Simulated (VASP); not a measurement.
Input:

```
Mg2Si
1.0
    0.00000     3.23542     3.23542
    3.23542     0.00000     3.23542
    3.23542     3.23542     0.00000
Mg Si
2 1
Direct
  0.25000   0.25000   0.25000
  0.75000   0.75000   0.75000
  0.00000   0.00000   0.00000
```

All values below come from vdW-DF-cx, VASP's PBE PAW potentials (set 64) (plane waves; VASP 6.6.1). Settings: 520 eV cut-off, 6×6×6 Γ-centred mesh, Gaussian smearing of 0.050 eV, potentials Mg Si.

Q: Predict the energy per atom (σ→0), pressure, band gap (on the k-mesh) with the smallest direct gap where there is one.

A: 
```
Property                                     Result
-----------------------------------  --------------
band gap (on the k-mesh)                    0.24 eV
smallest direct gap (on the k-mesh)         1.60 eV
energy per atom (σ→0)                -1.724 eV/atom
pressure                                  -2.92 GPa
```

The absolute energy has meaning only against runs of the same code, potentials and settings.

The compound is Mg2Si in the antifluorite structure. This cell is one point of a volume scan, at 1.06 of the reference volume.
